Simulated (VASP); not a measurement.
Method: AM05 GGA, VASP's PBE PAW potentials (set 64) (plane waves; VASP).

VASP ran on this input.

INCAR:
```
ALGO = Normal
EDIFF = 1E-7
ENCUT = 520
GGA = AM
ISIF = 2
ISMEAR = -5
LASPH = T
LCHARG = T
LORBIT = 11
LREAL = F
LWAVE = F
NEDOS = 601
NELM = 100
PREC = Accurate
SYSTEM = AlN
```

File KPOINTS:
```
Automatic mesh
0
Gamma
12 12 12
0 0 0
```

**POSCAR**
```
AlN
1
    0.0000000000     2.1885965260     2.1885965260
    2.1885965260    -0.0000000000     2.1885965260
    2.1885965260     2.1885965260     0.0000000000
Al N
1 1
Direct
  0.0000000000   0.0000000000   0.0000000000
  0.2500000000   0.2500000000   0.2500000000
```

POTCAR, in this order: Al N (PBE.64 set). Program: vasp_std.

The run wrote:

**OUTCAR**
```
 ion  position               nearest neighbor table
   1  0.000  0.000  0.000-   2 1.90   2 1.90   2 1.90   2 1.90
   2  0.250  0.250  0.250-   1 1.90   1 1.90   1 1.90   1 1.90
  LATTYP: Found a face centered cubic cell.
 ALAT       =     4.3771930520
 Subroutine PRICEL returns:
 Original cell was already a primitive cell.
 Subroutine GETGRP returns: Found 24 space group operations
The static configuration has the point symmetry T_d .
The dynamic configuration has the point symmetry T_d .
 Subroutine INISYM returns: Found 24 space group operations
 Subroutine IBZKPT returns following result:
 Found     72 irreducible k-points:

 Following reciprocal coordinates:
            Coordinates               Weight
  0.000000  0.000000  0.000000      1.000000
  0.083333  0.000000  0.000000      8.000000
  0.166667  0.000000  0.000000      8.000000
  0.250000  0.000000  0.000000      8.000000
  0.333333  0.000000  0.000000      8.000000
  0.416667  0.000000  0.000000      8.000000
  0.500000  0.000000  0.000000      4.000000
  0.083333  0.083333  0.000000      6.000000
  0.166667  0.083333  0.000000     24.000000
...
```

OSZICAR:
```
       N       E                     dE             d eps       ncg     rms          rms(c)
DAV:   1     0.969762857616E+01    0.96976E+01   -0.40586E+03  1232   0.831E+02
DAV:   2    -0.168837619264E+02   -0.26581E+02   -0.26217E+02  1512   0.143E+02
DAV:   3    -0.173835959142E+02   -0.49983E+00   -0.49983E+00  1448   0.252E+01
DAV:   4    -0.173849441038E+02   -0.13482E-02   -0.13482E-02  1608   0.119E+00
DAV:   5    -0.173849462019E+02   -0.20980E-05   -0.20980E-05  1424   0.391E-02    0.822E+00
DAV:   6    -0.152690769959E+02    0.21159E+01   -0.11949E+01  1248   0.220E+01    0.299E+00
DAV:   7    -0.152479621049E+02    0.21115E-01   -0.96421E-02  1224   0.320E+00    0.203E+00
DAV:   8    -0.152367794162E+02    0.11183E-01   -0.19668E-02  1256   0.191E+00    0.434E-01
DAV:   9    -0.152364549660E+02    0.32445E-03   -0.82595E-04  1672   0.237E-01    0.226E-01
DAV:  10    -0.152365600036E+02   -0.10504E-03   -0.26187E-04  1224   0.141E-01    0.407E-02
DAV:  11    -0.152365588440E+02    0.11597E-05   -0.28948E-06  1512   0.154E-02    0.195E-02
DAV:  12    -0.152365591041E+02   -0.26009E-06   -0.10511E-06  1264   0.998E-03    0.184E-03
DAV:  13    -0.152365591062E+02   -0.21544E-08   -0.16965E-08   736   0.116E-03
   1 F= -.15236559E+02 E0= -.15236559E+02  d E =0.000000E+00
```

**OUTCAR**
```
------------------------ aborting loop because EDIFF is reached ----------------------------------------
  FORCE on cell =-STRESS in cart. coord.  units (eV):
  Direction    XX          YY          ZZ          XY          YZ          ZX
  --------------------------------------------------------------------------------------
  Total        0.0013196      0.0013196      0.0013196     -0.0000000      0.0000000     -0.0000000
  in kB        0.1008378      0.1008378      0.1008378     -0.0000000      0.0000000     -0.0000000
  external PRESSURE =       0.1008378 kB  Pullay stress =       0.0000000 kB
  volume of cell :       20.97
      direct lattice vectors                 reciprocal lattice vectors
     0.000000000  2.188596526  2.188596526    -0.228456910  0.228456910  0.228456910
     2.188596526  0.000000000  2.188596526     0.228456910 -0.228456910  0.228456910
     2.188596526  2.188596526  0.000000000     0.228456910  0.228456910 -0.228456910
  FREE ENERGIE OF THE ION-ELECTRON SYSTEM (eV)
  ---------------------------------------------------
  free  energy   TOTEN  =       -15.2365591062 eV

  energy  without entropy=      -15.2365591062  energy(sigma->0) =      -15.23655911

 total charge

# of ion       s       p       d       tot
------------------------------------------
    1        0.370   0.445   0.000   0.815
    2        1.217   2.622   0.000   3.840
--------------------------------------------------
tot          1.588   3.068   0.000   4.655
```
(Selected blocks of OUTCAR.)

The compound is AlN in the zinc blende structure, a metastable form; wurtzite is the usual one. It was relaxed first.
